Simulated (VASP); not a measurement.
## SiO2 (space group R-3): computed properties

These are r2SCAN meta-GGA, VASP's PBE PAW potentials (set 64) (plane waves; VASP 6.6.1) values and carry that method's errors.

```json
{
  "space_group": "R-3 (148)",
  "cell": "a = b = 12.497 Å, c = 7.115 Å, α = β = 90.00°, γ = 120.00°",
  "volume_per_atom": "17.82 Å³/atom",
  "band gap (over mesh and band path)": "6.44 eV",
  "smallest direct gap (over mesh and band path)": "6.58 eV",
  "band_edge_character": "indirect, T to Γ",
  "density": "1.87 g/cm³"
}
```

```cif
data_O12Si6
_chemical_formula_sum 'Si6 O12'
_space_group_name_H-M_alt 'P 1'
_space_group_IT_number 1
_cell_length_a 7.59467
_cell_length_b 7.59467
_cell_length_c 7.59467
_cell_angle_alpha 110.716
_cell_angle_beta 110.716
_cell_angle_gamma 110.716
loop_
_space_group_symop_operation_xyz
  'x, y, z'
loop_
_atom_site_label
_atom_site_type_symbol
_atom_site_fract_x
_atom_site_fract_y
_atom_site_fract_z
_atom_site_occupancy
Si1 Si 0.21436 0.72975 0.94305 1
Si2 Si 0.78564 0.27025 0.05695 1
Si3 Si 0.94305 0.21436 0.72975 1
Si4 Si 0.05695 0.78564 0.27025 1
Si5 Si 0.72975 0.94305 0.21436 1
Si6 Si 0.27025 0.05695 0.78564 1
O1 O 0.53691 0.22271 0.97005 1
O2 O 0.46309 0.77729 0.02995 1
O3 O 0.97005 0.53691 0.22271 1
O4 O 0.02995 0.46309 0.77729 1
O5 O 0.22271 0.97005 0.53691 1
O6 O 0.77729 0.02995 0.46309 1
O7 O 0.83429 0.15664 0.19615 1
O8 O 0.16571 0.84336 0.80385 1
O9 O 0.19615 0.83429 0.15664 1
O10 O 0.80385 0.16571 0.84336 1
O11 O 0.15664 0.19615 0.83429 1
O12 O 0.84336 0.80385 0.16571 1
```

The structure comes from a computed database's SiO2 entry (R-3); how it stands against other phases isn't given here. It was relaxed first. Symmetry was kept, so distortions that lower it aren't found.
